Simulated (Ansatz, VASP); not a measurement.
# Na15W8O32 (V_Na) in two plane-wave programs, part 2 of 2

Aim: how closely do two programs agree when they are given the same cell, functional and k mesh? The structure shown is the end of the VASP relaxation below.

VASP 6.6.1 and Ansatz 0.2.0.

So far: Starting point; VASP: relaxation, PBEsol.

## 3. Ansatz: single point, PBEsol

Level of this step: Ansatz beside VASP: Kohn-Sham DFT, plane waves, PBEsol (Ansatz).

Ansatz runs on its default PAW (the set named soft_2) files.

The same cell, functional, mesh and smearing now go to Ansatz, which takes its cutoff from its data sets.

Input file input.yaml:

```yaml
crystal:
  lattice:
    - [9.04134937, 0.0, 0.0]
    - [0.0, 9.04134937, 0.0]
    - [0.0, 0.0, 9.04134937]
  atoms:
    - { symbol: Na, position: [0.11573074, 0.3709458, 0.38364437] }
    - { symbol: Na, position: [0.12260882, 0.87493292, 0.87264387] }
    - { symbol: Na, position: [0.63385377, 0.37895068, 0.86573414] }
    - { symbol: Na, position: [0.62730248, 0.87521196, 0.37742138] }
    - { symbol: Na, position: [0.37510964, 0.1273036, 0.37721181] }
    - { symbol: Na, position: [0.37487159, 0.622624, 0.87275291] }
    - { symbol: Na, position: [0.87903744, 0.13450695, 0.86594811] }
    - { symbol: Na, position: [0.87105745, 0.61611386, 0.38447757] }
    - { symbol: Na, position: [0.37467324, 0.37496323, 0.12425854] }
    - { symbol: Na, position: [0.37465995, 0.87398073, 0.62455349] }
    - { symbol: Na, position: [0.87492107, 0.87595706, 0.12532065] }
    - { symbol: Na, position: [0.12283739, 0.1273604, 0.12476941] }
    - { symbol: Na, position: [0.11579739, 0.61562112, 0.62881978] }
    - { symbol: Na, position: [0.63400982, 0.13384844, 0.62116444] }
    - { symbol: Na, position: [0.62728221, 0.62278788, 0.12525208] }
    - { symbol: W, position: [0.25760925, 0.24676645, 0.7526748] }
    - { symbol: W, position: [0.25027224, 0.75061898, 0.24966168] }
    - { symbol: W, position: [0.74686466, 0.24728038, 0.24227485] }
    - { symbol: W, position: [0.74695336, 0.75747122, 0.75316902] }
    - { symbol: W, position: [0.00287781, 0.99257152, 0.49705229] }
    - { symbol: W, position: [0.00275702, 0.50318601, 0.00770809] }
    - { symbol: W, position: [0.49960187, 0.99951701, 0.00024195] }
    - { symbol: W, position: [0.49218459, 0.50282315, 0.49694276] }
    - { symbol: O, position: [0.37085704, 0.13058532, 0.63734155] }
    - { symbol: O, position: [0.36514711, 0.63630103, 0.13473862] }
    - { symbol: O, position: [0.86263656, 0.13145229, 0.12910217] }
    - { symbol: O, position: [0.86318639, 0.65005138, 0.6370674] }
    - { symbol: O, position: [0.1502912, 0.36302695, 0.63647569] }
    - { symbol: O, position: [0.13614644, 0.86565493, 0.13466296] }
    - { symbol: O, position: [0.63081237, 0.36276767, 0.12904795] }
    - { symbol: O, position: [0.63110853, 0.87056402, 0.6373586] }
    - { symbol: O, position: [0.13760211, 0.13426543, 0.86555921] }
    - { symbol: O, position: [0.13570037, 0.63598398, 0.36425668] }
    - { symbol: O, position: [0.63437489, 0.13442386, 0.36230247] }
    - { symbol: O, position: [0.63409811, 0.63759535, 0.86587018] }
    - { symbol: O, position: [0.37071226, 0.36255112, 0.86855988] }
    - { symbol: O, position: [0.36539913, 0.86551148, 0.36378903] }
    - { symbol: O, position: [0.86293728, 0.3636376, 0.34960554] }
    - { symbol: O, position: [0.8625161, 0.87094696, 0.86894996] }
    - { symbol: O, position: [0.38463601, 0.11377779, 0.11515147] }
    - { symbol: O, position: [0.3788653, 0.61859838, 0.61263334] }
    - { symbol: O, position: [0.88679111, 0.09998048, 0.61332296] }
    - { symbol: O, position: [0.88741764, 0.61927903, 0.12106144] }
    - { symbol: O, position: [0.11874097, 0.38741856, 0.12071845] }
    - { symbol: O, position: [0.11861393, 0.87916801, 0.61269032] }
    - { symbol: O, position: [0.59950723, 0.38659703, 0.613203] }
    - { symbol: O, position: [0.61370815, 0.88469406, 0.11543155] }
    - { symbol: O, position: [0.11563091, 0.11235945, 0.38413936] }
    - { symbol: O, position: [0.11557501, 0.61569848, 0.88764956] }
    - { symbol: O, position: [0.61424551, 0.11408193, 0.8856555] }
    - { symbol: O, position: [0.61216897, 0.6158174, 0.38454269] }
    - { symbol: O, position: [0.37909969, 0.38739124, 0.38070714] }
    - { symbol: O, position: [0.38459503, 0.884479, 0.88610063] }
    - { symbol: O, position: [0.8864383, 0.38703431, 0.90039947] }
    - { symbol: O, position: [0.88707393, 0.87936815, 0.38134388] }
total_charge: -1
hamiltonian:
  xc: pbesol
  pseudopotentials: { kind: paw }
kpoints:
  mp_grid: { grid: [1, 1, 1] }
scf:
  occupations: { method: gaussian, width: 0.05 }
  n_extra_bands: 17
output:
  forces: true
  eigenvalues: true
  write_density: true
  write_potential: true
  elf: true
  volumetric_format: npy
```

Launch:

```console
ansatz run input.yaml --threads 8 --pin off --max-ram 18432MiB --backend cpu --events-out ev --progress --plain --runs-dir out
```

Numbers of over 12 decimals in the logs are rounded to 6 here.

The program printed:

```text
scf.n_extra_bands = 17 over 220 filled bands (N_el = 440.0): the run solves 237 bands
Engine: ansatz 0.2.0, aarch64-unknown-linux-gnu
Pseudopotentials: kind: paw
Pseudopotential: Na, paw, valence charge 9, recommended cutoff 420 eV (normal), Na.paw.azcp
Pseudopotential: W, paw, valence charge 14, recommended cutoff 420 eV (normal), W.paw.azcp
Pseudopotential: O, paw, valence charge 6, recommended cutoff 420 eV (normal), O.paw.azcp
Functional definition: PBEsol
  exchange = pbesol_x
  correlation = pbesol_c
Crystal: 55 atoms, lattice volume = 739.094 Å³
Basis set: ecut = 420 eV, 14411 PW (Γ), exchange–correlation on 128×128×128 points (8 copies of the dense FFT grid, shifted against one another)
Bands: 237, of which v1, the nominal top of the filled ones, is band 220 counted from 1 (219 counted from 0)
Symmetry: 1 space group operations
Space group: P1 (ITA 1), of the structure as read, at distance tolerance 9.0e-5 Å
k-points: 1
Non-local potential: Na, projectors of the file, l = 0: 3, l = 1: 2, l = 2: 1
Non-local potential: W, projectors of the file, l = 0: 3, l = 1: 2, l = 2: 2, l = 3: 1
Non-local potential: O, projectors of the file, l = 0: 2, l = 1: 2, l = 2: 1
PAW form: soft (Blöchl's): semilocal exchange-correlation on the pseudo side does not see the compensation charge
PAW frozen core: Na, regenerated for the run's functional, and the local potential with it (the file was generated under x = pbe(κ = 0.804, μ = 0.219515), c = pbe(β = 0.066725))
PAW frozen core: W, regenerated for the run's functional, and the local potential with it (the file was generated under x = pbe(κ = 0.804, μ = 0.219515), c = pbe(β = 0.066725))
PAW frozen core: O, regenerated for the run's functional, and the local potential with it (the file was generated under x = pbe(κ = 0.804, μ = 0.219515), c = pbe(β = 0.066725))
PAW one-centre angular grid: Na, 110 points (default); XC on 64 Gauss nodes
PAW one-centre angular grid: W, 590 points (default); XC on 64 Gauss nodes
PAW one-centre angular grid: O, 110 points (default); XC on 64 Gauss nodes
Initial density: superposition of atomic densities (neutral atoms scaled as one to the charged cell's electrons: chi_scale 0, normalization atom), corrected by the library's trained network
Initial wavefunctions: pseudopotential atomic-orbital guess
Functional: x = pbesol(κ = 0.804, μ = 0.123457), c = pbesol(β = 0.046)
SCF iter   1: F=—  HF=-122168.011771 eV  |F-HF|=—  |Δ(HF+E_count)|=         —  Δρ=1.76e-2  dr2=2.09e0  ethr=1.77e-3  ⟨swp⟩=7.0  Hψ=867  notcnv=0
preconditioner: auto → Resta (q_TF=auto, 2.502 Å⁻¹)  ε∞=4.2  [insulator: Δε(μ)=4.811 eV  Ē_g=14.181 eV  σ=0.050 eV  W_gap=1.00  n_scr=178 (ndim 8)  ℏωp=25.4 eV  f_vac=0.056  D(μ)=0.00/eV (n_scr^D=0)  ε∞_Penn≈4.2]
SCF iter   2: F=—  HF=-122167.579687 eV  |F-HF|=—  |Δ(HF+E_count)|=   4.32e-1  Δρ=6.29e-3  dr2=3.32e-1  ethr=4.75e-4  ⟨swp⟩=2.0  Hψ=426  notcnv=0  defer=6
SCF iter   3: F=—  HF=-122167.513183 eV  |F-HF|=—  |Δ(HF+E_count)|=   6.65e-2  Δρ=2.01e-3  dr2=3.61e-2  ethr=7.55e-5  ⟨swp⟩=2.0  Hψ=338  notcnv=0  defer=6
SCF iter   4: F=—  HF=-122167.503040 eV  |F-HF|=—  |Δ(HF+E_count)|=   1.01e-2  Δρ=5.59e-4  dr2=4.37e-3  ethr=8.21e-6  ⟨swp⟩=3.0  Hψ=544  notcnv=0  defer=6
SCF iter   5: F=—  HF=-122167.502579 eV  |F-HF|=—  |Δ(HF+E_count)|=   4.61e-4  Δρ=5.46e-4  dr2=2.26e-3  ethr=9.93e-7  ⟨swp⟩=2.0  Hψ=337  notcnv=0  defer=6
SCF iter   6: F=—  HF=-122167.502205 eV  |F-HF|=—  |Δ(HF+E_count)|=   3.74e-4  Δρ=1.20e-4  dr2=9.95e-5  ethr=5.13e-7  ⟨swp⟩=2.0  Hψ=335  notcnv=0  defer=6
SCF iter   7: F=—  HF=-122167.507135 eV  |F-HF|=—  |Δ(HF+E_count)|=   4.93e-3  Δρ=4.08e-5  dr2=1.23e-5  ethr=2.26e-8  ⟨swp⟩=2.0  Hψ=449  notcnv=0  defer=6
SCF iter   8: F=—  HF=-122167.507142 eV  |F-HF|=—  |Δ(HF+E_count)|=   7.52e-6  Δρ=1.69e-5  dr2=2.38e-6  ethr=2.80e-9  ⟨swp⟩=2.0  Hψ=431  notcnv=0  defer=6
SCF iter   9: F=—  HF=-122167.507143 eV  |F-HF|=—  |Δ(HF+E_count)|=   6.96e-7  Δρ=1.06e-5  dr2=9.21e-7  ethr=5.40e-10  ⟨swp⟩=2.0  Hψ=359  notcnv=0  defer=6
SCF iter  10: F=—  HF=-122167.507143 eV  |F-HF|=—  |Δ(HF+E_count)|=   1.87e-7  Δρ=3.96e-6  dr2=1.54e-7  ethr=2.09e-10  ⟨swp⟩=2.0  Hψ=347  notcnv=0  defer=6
SCF iter  11: F=-122167.507143 eV  HF=-122167.507143 eV  |F-HF|=2.60e-8  |Δ(HF+E_count)|=   1.49e-7  Δρ=1.80e-6  dr2=3.49e-8  ethr=2.27e-11  ⟨swp⟩=13.0  Hψ=1604  notcnv=0
SCF 1 converged in 11 iterations: F = -122167.507143 eV  dr2 = 3.49e-8
  greatest PAW one-centre occupation: 1.000 electrons in one spin orbital (limit 2), on the W atom at site 16 (counted from 0), in its partial waves of l = 0
SCF converged after 11 iterations
Free energy (F): -122167.507143 eV
Harris-Foulkes:  -122167.507143 eV  (|F-HF|=2.60e-8)
Internal energy: -122167.507143 eV  (E = F + TS)
E sigma→0 (E₀):  -122167.507143 eV
Fermi energy:    6.907828 eV
--- Per-component energies (eV) ---
  E_band       = -5610.018961
  E_kinetic    = 10982.224247
  E_local      = -39543.754626  (includes V_loc(G=0)·N_el)
  E_nonlocal   = 3307.961182
  E_hartree    = 14001.735065
  E_xc         = -5019.259677
  E_vxc        = -5629.805391  (∫ρ·V_xc dr)
  E_paw        = -76157.664149  (= ΣΔE_a)
  E_vpaw       = -2730.194208  (= ΣTr[D̂ρ^β])
  E_aug_tail   = 0.079025  (compensation charges beyond the density's cutoff)
  E_ewald      = -29742.552167
  E_core_change = 3.723957  (= ΣΔE_core)
  E_smearing   = -0.000000  (= −TS)
  E_closure    = 0.000000  (closes the sum)
  E_deformation_potential = -14.246984  (in the stress; not in F)
  Σ components = -122167.507143   (vs F -122167.507143, Δ=0.00e0)
--- Forces (eV/Å), atoms counted from 1 ---
  atom   1  Na    -0.00959122     0.00175545     0.01757273
  atom   2  Na     0.01079239     0.00113414     0.01365805
  atom   3  Na     0.01375237     0.00252721    -0.00900605
  atom   4  Na    -0.01533485    -0.00448635    -0.01418280
  atom   5  Na    -0.00324794    -0.01036051    -0.01258972
  atom   6  Na    -0.00022313     0.01306847     0.01175014
  atom   7  Na    -0.00039640     0.00509949    -0.01468736
  atom   8  Na    -0.00767488    -0.00944637     0.00519138
  atom   9  Na     0.00505946     0.00190684     0.01633634
  atom  10  Na     0.00875902     0.02526224     0.01042451
  atom  11  Na    -0.00077945    -0.02402718    -0.00778125
  atom  12  Na     0.01017441    -0.01083278     0.00230749
  atom  13  Na    -0.01374577    -0.00965811     0.00853491
  atom  14  Na     0.01180353     0.01157428    -0.00493299
  atom  15  Na    -0.01257686     0.01298992    -0.00238790
  atom  16  W     -0.01310682     0.06520974    -0.04451821
  atom  17  W     -0.01297104    -0.02347693     0.00649283
  atom  18  W      0.05779629     0.05947624     0.01188868
  atom  19  W      0.05851254     0.00336118    -0.05746987
  atom  20  W     -0.05705999     0.00792620     0.06969989
  atom  21  W     -0.05236631    -0.05522346    -0.01380336
  atom  22  W      0.00431056     0.01218142    -0.01843801
  atom  23  W      0.01719637    -0.05270592     0.06251763
  atom  24  O     -0.31274824     0.32978430     0.32075694
[...]
atom  48  O     -0.31702465    -0.34549197     0.32028106
  atom  49  O     -0.31765519    -0.31496977     0.34386974
  atom  50  O     -0.32163603    -0.31885352     0.32420993
  atom  51  O     -0.34232990    -0.31995057     0.31341329
  atom  52  O      0.30855710     0.32289688     0.32895024
  atom  53  O      0.32398651     0.32354517     0.32772541
  atom  54  O      0.35469939     0.35774931     0.26670516
  atom  55  O      0.32859527     0.30541034     0.31772258
  max |Σ_I F_I| component: 2.83e-5 eV/Å
--- Band table (eV) ---
  k-point 0: bands = [... 216 lower, 4.3752, 4.3902, 4.4261, 4.4264, 9.3890, 9.4878, 9.4886, 9.5192, ... 13 higher]
```

It took 4.5 s on 8 threads of Arm Neoverse V1, shared host; peak memory 0.93 GiB.

Reading the cycles: dr2 is the Hartree energy of the density residual (eV), the measure of convergence; HF is the Harris–Foulkes estimate of the energy, which meets the free energy F at convergence.

## 4. Differences

Known differences besides the potentials themselves: the data sets hold 440 valence electrons in Ansatz (default PAW (the set named soft_2) files) and 256 in VASP; the cutoff is 420 eV in Ansatz and 400 eV in VASP (PREC = Normal, projectors in real space); Ansatz makes its cores anew for this functional, VASP keeps those of its PBE data sets; VASP leaves aspherical gradient terms in its spheres out (LASPH is not set), Ansatz keeps them. Total energies have different zeros and are not compared.

Compared:

| quantity | Ansatz | VASP | difference |
| --- | --- | --- | --- |
| gap on the k mesh (eV) | 4.963 | 4.964 | -0.001 |

At this near-relaxed geometry the largest component of a force difference is 355 meV/Å. A gap on the mesh is an upper bound, since the band edges may lie between its points; neither run holds spin-orbit coupling, which can move the band edges of a compound of W. VASP's last cycles still show a density residual of 9e-03, so its state may not be settled.

## 5. Other set-ups

Further runs change the set-up of one program: Ansatz's method, potentials or start, or VASP's data sets, cutoff or form of LDA. The table gives Ansatz less VASP for each quantity, since a change that brings one quantity closer may part another.

| run | r.m.s. force difference (meV/Å) | gap on the k mesh (eV) |
| --- | --- | --- |
| as above | 247 | -0.0014 |
| cores kept as stored | 244 | -5.1e-4 |
| Ansatz's larger PAW set (cutoff 900 eV) | 251 | -0.0012 |
| norm-conserving potentials (cutoff 1197 eV) | 298 | 0.014 |

## 6. What came out

```json
{
  "r.m.s. force difference (single point, PBEsol)": "247 meV/Å"
}
```

**Reading.** The r.m.s. force difference is 247 meV/Å (single point, PBEsol), beyond the 12 meV/Å picked in this series as the mark of a large difference. Single point, PBEsol, cores kept as stored: the difference in gap on the k mesh goes from -0.0014 to -5.1e-4 eV. Single point, PBEsol, norm-conserving potentials (cutoff 1197 eV): the difference in gap on the k mesh goes from -0.0014 to 0.014 eV. How closely two codes agree says nothing of how well the functional describes the real material.

[Lines on the potential files, build, host, timing and source positions are cut from VASP's logs without a mark.]

[Logs are printed without paths, hosts, clocks, repeated set-up lines and the standing remarks that a program may print on its own settings, such as how far it seeks lower states.]

[Hosts, paths, dates, database ids (printed as entryN), source tags and the programs' standing remarks are cut or masked in the printed files.]
